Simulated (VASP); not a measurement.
# Al2W3 (P-3m1) in VASP: notebook, part 2 of 3

VASP 6.6.1.

**3. Relaxation of cell and atoms, PBE**

This run uses another cell than the first one, of 15.90 Å³/atom, 0.934 times its volume.

The input, INCAR:

```
PREC = Normal
ENCUT = 520
EDIFF = 1E-4
ISMEAR = 0
SIGMA = 0.15
LREAL = F
LASPH = T
NELM = 60
ALGO = Fast
ISIF = 3
LWAVE = F
LCHARG = F
GGA = PE
IBRION = 2
NSW = 24
EDIFFG = -0.08
```

The input, KPOINTS:

```
Automatic mesh
0
Gamma
  5 5 4
```

The input, POSCAR:

```
Al2W3
1.0
    4.2300000000      0.0000000000      0.0000000000
   -2.1150000000      3.6632874600      0.0000000000
    0.0000000000      0.0000000000      5.1300000000
Al W
2 3
Direct
    0.3333333300      0.6666666700      0.1490000000
    0.6666666700      0.3333333300      0.8510000000
    0.0000000000      0.0000000000      0.0000000000
    0.6666666700      0.3333333300      0.3520000000
    0.3333333300      0.6666666700      0.6480000000
```

Potentials or basis: VASP PAW PBE potentials, release 64 (Al, W_sv).

Command:

```sh
cat potpaw_PBE.64/Al/POTCAR potpaw_PBE.64/W_sv/POTCAR > POTCAR
mpirun -np 1 vasp_std > vasp.out
```

OUTCAR:

```text
PREC = Normal
   ENCUT = 520
   EDIFF = 1E-4
   ISMEAR = 0
   LREAL = F
   LASPH = T
   NELM = 60
   ISIF = 3
   GGA = PE
   IBRION = 2
   NSW = 24
   EDIFFG = -0.08

 ion  position               nearest neighbor table
   1  0.333  0.667  0.149-   3 2.56   3 2.56   3 2.56   5 2.56   5 2.57   4 2.65   4 2.65   4 2.65
                             2 2.88   2 2.88   2 2.88
   2  0.667  0.333  0.851-   3 2.56   3 2.56   3 2.56   4 2.56   4 2.57   5 2.65   5 2.65   5 2.65
                             1 2.88   1 2.88   1 2.88
   3  0.000  0.000  0.000-   1 2.56   2 2.56   2 2.56   1 2.56   2 2.56   1 2.56   4 3.04   5 3.04
                             4 3.04   5 3.04   5 3.04   4 3.04
   4  0.667  0.333  0.352-   2 2.56   2 2.57   1 2.65   1 2.65   1 2.65   5 2.88   5 2.88   5 2.88
                             3 3.04   3 3.04   3 3.04
   5  0.333  0.667  0.648-   1 2.56   1 2.57   2 2.65   2 2.65   2 2.65   4 2.88   4 2.88   4 2.88
                             3 3.04   3 3.04   3 3.04

  LATTYP: Found a hexagonal cell.
 ALAT       =     4.2300000000
 C/A-ratio  =     1.2127659574

  Lattice vectors:

 A1 = (   4.2300000000,   0.0000000000,   0.0000000000)
 A2 = (  -2.1150000000,   3.6632874600,   0.0000000000)
 A3 = (   0.0000000000,   0.0000000000,   5.1300000000)

Analysis of symmetry for initial positions (statically):
=====================================================================
 Subroutine PRICEL returns:
 Original cell was already a primitive cell.

 Routine SETGRP: Setting up the symmetry group for a
 hexagonal supercell.

 Subroutine GETGRP returns: Found 12 space group operations
 (whereof 12 operations were pure point group operations)
 out of a pool of 24 trial point group operations.

The static configuration has the point symmetry D_3d.

Analysis of symmetry for dynamics (positions and initial velocities):
=====================================================================
 Subroutine PRICEL returns:
 Original cell was already a primitive cell.

 Routine SETGRP: Setting up the symmetry group for a
 hexagonal supercell.

 Subroutine GETGRP returns: Found 12 space group operations
[... 127 lines left out ...]
   LHFCALC =     F    Hartree Fock is set to
   AEXX    =    0.0000 exact exchange contribution
   IVDW    =     0    specifies the selected vdW correction
   LEPSILON=     F    determine dielectric tensor
   LRPA    =     F    only Hartree local field effects (RPA)
 conjugate gradient relaxation of ions
 non-spin polarized calculation
 RMM-DIIS sequential band-by-band and
 Gauss-broadening in eV      SIGMA  =   0.15
  energy-cutoff  :      520.00
  volume of cell :       79.49
 maximum number of plane-waves:      2173
   NGX = 15   NGY = 15   NGZ = 19

--------------------------------------- Ionic step        1  -------------------------------------------

 number of electron      47.9999974 magnetization

 Free energy of the ion-electron system (eV)
  ---------------------------------------------------
  ext. energy  EPLUGINS =         0.00000000
  ---------------------------------------------------
  free energy    TOTEN  =       -42.24530986 eV

  energy without entropy =      -42.17736822  energy(sigma->0) =      -42.21133904

------------------------ aborting loop because EDIFF is reached ----------------------------------------

  FORCE on cell =-STRESS in cart. coord.  units (eV):
  Direction    XX          YY          ZZ          XY          YZ          ZX
  --------------------------------------------------------------------------------------
  -------------------------------------------------------------------------------------
  Total        5.5757967      5.5757967      6.6699739      0.0000000      0.0000000      0.0000000
  in kB      112.3799362    112.3799363    134.4330295      0.0000000      0.0000000      0.0000000
  external PRESSURE =     119.7309673 kB  Pullay stress =       0.0000000 kB
[... 98 lines left out ...]
  FREE ENERGIE OF THE ION-ELECTRON SYSTEM (eV)
  ---------------------------------------------------
  free  energy   TOTEN  =       -42.4704798842 eV

  energy  without entropy=      -42.4017378301  energy(sigma->0) =      -42.43610886

[... ionic steps 4 to 12 ...]

--------------------------------------- Ionic step       13  -------------------------------------------

 number of electron      48.0000038 magnetization

------------------------ aborting loop because EDIFF is reached ----------------------------------------
[... 73 lines left out ...]
--------------------------------------- Ionic step       15  -------------------------------------------

 number of electron      48.0000039 magnetization

 Free energy of the ion-electron system (eV)
  ---------------------------------------------------
  ext. energy  EPLUGINS =         0.00000000
  ---------------------------------------------------
  free energy    TOTEN  =       -42.53759554 eV

  energy without entropy =      -42.48539722  energy(sigma->0) =      -42.51149638

 E-fermi :   8.8822     XC(G=0): -11.9524

 val. band max:        8.8665881703   @ k =   0.0000   0.4000   0.2500
 cond. band min:       8.9034814706   @ k =   0.4000   0.2000   0.5000
 fundamental gap:      0.0368933002
 Fermi energy:         8.8821878188

 k-point     1 :       0.0000    0.0000    0.0000
  band No.  band energies     occupation
      1     -65.0824      2.00000
      2     -65.0220      2.00000
      3     -64.8115      2.00000
      4     -29.3882      2.00000
      5     -29.3882      2.00000
      6     -29.3397      2.00000
[... 548 lines left out ...]
  FREE ENERGIE OF THE ION-ELECTRON SYSTEM (eV)
  ---------------------------------------------------
  free  energy   TOTEN  =       -42.5375955435 eV

  energy  without entropy=      -42.4853972157  energy(sigma->0) =      -42.51149638

 reached required accuracy - stopping structural energy minimisation
```

OSZICAR:

```text
N       E                     dE             d eps       ncg     rms          rms(c)
DAV:   1     0.510223439281E+03    0.51022E+03   -0.26701E+04   960   0.184E+03
DAV:   2    -0.189114872243E+02   -0.52913E+03   -0.51809E+03   996   0.537E+02
DAV:   3    -0.447066220302E+02   -0.25795E+02   -0.24347E+02  1228   0.105E+02
[... 127 lines left out ...]
DAV:   1    -0.425384146841E+02   -0.10142E-02   -0.40667E-02  1020   0.204E+00    0.222E-01
RMM:   2    -0.425378524862E+02    0.56220E-03   -0.29365E-03  1133   0.437E-01    0.108E-01
RMM:   3    -0.425376937857E+02    0.15870E-03   -0.80514E-04   901   0.194E-01    0.637E-02
RMM:   4    -0.425375917279E+02    0.10206E-03   -0.34585E-04   751   0.117E-01    0.376E-02
RMM:   5    -0.425375955435E+02   -0.38157E-05   -0.72901E-05   522   0.567E-02
  15 F= -.42537596E+02 E0= -.42511496E+02  d E =-.376663E-02
```

CONTCAR:

```text
Al2W3
   1.00000000000000
     4.3046956828519951    0.0000000000000000    0.0000000000000000
    -2.1523478414259976    3.7279758190066321   -0.0000000000000000
     0.0000000000000000    0.0000000000000000    5.2410594955811227
  Al              W
     2     3
Direct
     0.3333333300000021    0.6666666699999979    0.1365045821484450
     0.6666666699999979    0.3333333300000021    0.8634954178515549
     0.0000000000000000    0.0000000000000000    0.0000000000000000
     0.6666666699999979    0.3333333300000021    0.3725167787843938
     0.3333333300000021    0.6666666699999979    0.6274832212156061

  0.00000000E+00  0.00000000E+00  0.00000000E+00
  0.00000000E+00  0.00000000E+00  0.00000000E+00
  0.00000000E+00  0.00000000E+00  0.00000000E+00
  0.00000000E+00  0.00000000E+00  0.00000000E+00
  0.00000000E+00  0.00000000E+00  0.00000000E+00
```

It took 2.6 min on 1 thread of Intel Xeon Platinum 8259CL at 2.50GHz (Skylake/Cascade Lake), shared host; peak memory 0.17 GiB.

What came out:

| Quantity | Value |
| --- | --- |
| Free energy | -42.5376 eV |
| Relaxed volume | 16.82 Å³/atom |
| Relaxed cell | a = 4.305 Å, b = 4.305 Å, c = 5.241 Å, α = 90.00°, β = 90.00°, γ = 120.00° |
| Space group after relaxing (to 0.05 Å) | P-3m1 (No. 164) |
| Energy gained by relaxing | 58.5 meV/atom |
| Ionic steps | 15 |
| Pressure after relaxing | -0.2 GPa |
| Largest force after relaxing | 0.074 eV/Å |
| Band gap on the k mesh | none (metal or under the smearing width) |

Forces on the atoms (eV/Å):
```
Al   0.000  0.000  0.074
Al   0.000  0.000 -0.074
W    0.000  0.000  0.000
W    0.000  0.000  0.051
W    0.000  0.000 -0.051
```

The path:
```csv
step,energy change (eV),largest force (eV/Å),pressure (GPa),volume (Å³)
1,0.0000,1.4277,11.97,79.49
2,0.2772,0.3269,-15.83,93.96
3,-0.2252,0.6819,-1.47,84.90
4,-0.2255,0.7018,-1.37,84.73
5,-0.2249,0.7311,-0.70,84.39
6,-0.2255,0.7038,-0.84,84.60
7,-0.2601,0.3310,0.29,84.00
8,-0.2644,0.4232,0.69,83.77
9,-0.2648,0.4444,0.94,83.69
10,-0.2794,0.2512,-0.83,84.50
11,-0.2797,0.2245,-1.07,84.61
12,-0.2885,0.0073,0.59,83.78
13,-0.2885,0.0123,0.71,83.80
14,-0.2921,0.0921,-0.16,84.16
15,-0.2923,0.0744,-0.18,84.11
```

Final structure:
```
Al W
1.0
     4.30470    0.00000    0.00000
    -2.15235    3.72798    0.00000
     0.00000    0.00000    5.24106
Al W
2 3
Direct
  0.33333 0.66667 0.13650
  0.66667 0.33333 0.86350
  0.00000 0.00000 0.00000
  0.66667 0.33333 0.37252
  0.33333 0.66667 0.62748
```

Levels at points of the mesh, in eV from the Fermi level:
| k point | band 22 | band 23 | band 24 | band 25 | band 26 | band 27 |
| --- | --- | --- | --- | --- | --- | --- |
| (0.00, 0.00, 0.00) | -0.96 | 0.58 | 0.58 | 0.71 | 0.71 | 1.16 |
| (0.00, 0.00, 0.50) | -0.42 | 0.16 | 0.16 | 0.50 | 1.06 | 1.06 |

Caveat: the relaxation stopped at a loose force limit of 0.08 eV/Å, so its end isn't a converged minimum.

[end of part 2 of 3]
